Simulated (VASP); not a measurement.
Method: PBE GGA, VASP's PBE PAW potentials (set 64) (plane waves; VASP).

Gaps are without spin-orbit coupling.

- volume per atom = 29.24 Å³/atom
- band gap (over mesh and band path) = 0.97 eV
- smallest direct gap (over mesh and band path) = 1.14 eV
- Hill bulk modulus = 10.2 GPa
- Hill shear modulus = 6.9 GPa

Q: Which relaxed crystal gives these values?
A) SnO2, P4_2/mnm (136)
B) Se, P3_121 (152)
C) CdSe, F-43m (216)
D) SiC, P6_3mc (186)

A: B, Se, P3_121 (152)
